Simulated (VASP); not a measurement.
Wanted: the native input for a VASP 6.6.1 run.

```yaml
Task: band structure
Functional: PBE
Potentials_or_basis: VASP PAW PBE potentials, release 64 (Si, C)
Cutoff: 520 eV
k_mesh: 12 × 12 × 2
Occupations: gaussian, width 0.02 eV
Spin: no spin polarisation
Further_INCAR_settings: ALGO = Normal; EDIFF = 1e-07; NBANDS = 36
```

The structure of SiC lies in POSCAR:

```
SiC
1.0
    3.0810000000      0.0000000000      0.0000000000
   -1.5405000000      2.6682242700      0.0000000000
    0.0000000000      0.0000000000     15.1270000000
Si C
6 6
Direct
    0.0000000000      0.0000000000      0.1250000000
    0.0000000000      0.0000000000      0.6250000000
    0.3333333300      0.6666666700      0.2917000000
    0.6666666700      0.3333333300      0.7917000000
    0.3333333300      0.6666666700      0.9583000000
    0.6666666700      0.3333333300      0.4583000000
    0.0000000000      0.0000000000      0.0000000000
    0.0000000000      0.0000000000      0.5000000000
    0.3333333300      0.6666666700      0.1667000000
    0.6666666700      0.3333333300      0.6667000000
    0.3333333300      0.6666666700      0.8333000000
    0.6666666700      0.3333333300      0.3333000000
```

One way to write it, as run:

INCAR

```
SYSTEM = SiC
PREC = Accurate ; ENCUT = 520
EDIFF = 1E-7 ; ISMEAR = 0
SIGMA = 0.02 ; LREAL = .False.
LASPH = .True. ; NELM = 60
ALGO = Normal ; ISIF = 2
LWAVE = .False. ; LCHARG = .False.
GGA = PE ; NBANDS = 36
```

KPOINTS

```
Automatic mesh
0
Gamma
  12 12 2
  0 0 0
```

KPOINTS_OPT

```
path GMKGALHA,LM,KH
20
line-mode
reciprocal
 0.0000000000  0.0000000000  0.0000000000  G
 0.5000000000  0.0000000000  0.0000000000  M

 0.5000000000  0.0000000000  0.0000000000  M
 0.3333333333  0.3333333333  0.0000000000  K

 0.3333333333  0.3333333333  0.0000000000  K
 0.0000000000  0.0000000000  0.0000000000  G

 0.0000000000  0.0000000000  0.0000000000  G
 0.0000000000  0.0000000000  0.5000000000  A

 0.0000000000  0.0000000000  0.5000000000  A
 0.5000000000  0.0000000000  0.5000000000  L

 0.5000000000  0.0000000000  0.5000000000  L
 0.3333333333  0.3333333333  0.5000000000  H

 0.3333333333  0.3333333333  0.5000000000  H
 0.0000000000  0.0000000000  0.5000000000  A

 0.5000000000  0.0000000000  0.5000000000  L
 0.5000000000  0.0000000000  0.0000000000  M

 0.3333333333  0.3333333333  0.0000000000  K
 0.3333333333  0.3333333333  0.5000000000  H
```

Potentials or basis: VASP PAW PBE potentials, release 64 (Si, C).

The run is started by

```sh
$ cat potpaw_PBE.64/Si/POTCAR potpaw_PBE.64/C/POTCAR > POTCAR
$ mpirun -np 1 vasp_std > vasp.out
```

Results of the run:

The pressure is 2.8 GPa, the largest force is 0.126 eV/Å and the band gap on the k mesh is 2.02 eV, indirect (least direct gap 3.12 eV). The band gap along the path is 2.01 eV, indirect (least direct gap 3.12 eV).

Run time: 7.1 min on 1 thread of Intel(R) Xeon(R) Platinum 8488C (Sapphire Rapids) (shared host), peak memory 0.38 GiB.
